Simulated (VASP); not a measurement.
An input for Ansatz (written as the equivalent of a VASP run, and not itself run):

Ansatz 0.2 input:
```yaml
crystal:
  lattice:
    - [0.0000000, 1.9095474, 1.9095474]
    - [1.9095474, 0.0000000, 1.9095474]
    - [1.9095474, 1.9095474, 0.0000000]
  atoms:
    - { symbol: Ir, position: [0.0000000, 0.0000000, 0.0000000] }
kpoints:
  mp_grid: { grid: [18, 18, 18] }
hamiltonian:
  xc: lda
  pseudopotentials: { kind: paw }
scf:
  occupations: { method: tetrahedron }
  max_iter: 100
output: { forces: true, stress: true, eigenvalues: true }
```

Translate this input to VASP (INCAR, KPOINTS, POSCAR, choice of POTCAR).

This is not unique; one that fits is 
### KPOINTS
```
Automatic mesh
0
Gamma
18 18 18
0 0 0
```

### POSCAR
```
Ir
1.0
  0.0000000000   1.9095473702   1.9095473702
  1.9095473702   0.0000000000   1.9095473702
  1.9095473702   1.9095473702   0.0000000000
Ir
1
Cartesian
  0.0000000000   0.0000000000   0.0000000000
```

**INCAR**
```
LREAL=F   # projection in real space or not
ISIF=2
LCHARG=T
SYSTEM=Ir
ALGO=Normal
LMAXMIX=6   # l cut-off of mixed one-centre charges
EDIFF=1E-7   # SCF stop (eV)
NELM=100   # most electronic steps
PREC=Accurate
LORBIT=11   # lm-projected
LASPH=T   # aspherical one-centre terms
ENCUT=400   # plane-wave cut-off (eV)
ISMEAR=-5   # tetrahedra, Bloechl
LWAVE=F
NEDOS=601
```

POTCAR, in this order: Ir (LDA.64 set). Program: vasp_std.

Limits of the translation: each code has its own PAW files, so the cut-off isn't converted (ENCUT is set for VASP's; basis.ecutwfc is left out, and Ansatz then takes the one that its files recommend); Ansatz stops its SCF on the density residual and VASP on the energy change (EDIFF); Ansatz's lda is the Perdew-Wang form, while the LDA potentials of VASP carry Perdew-Zunger's.

The structure comes from a computed database's Ir entry (Fm-3m); how it stands against other phases isn't given here. It was relaxed first.
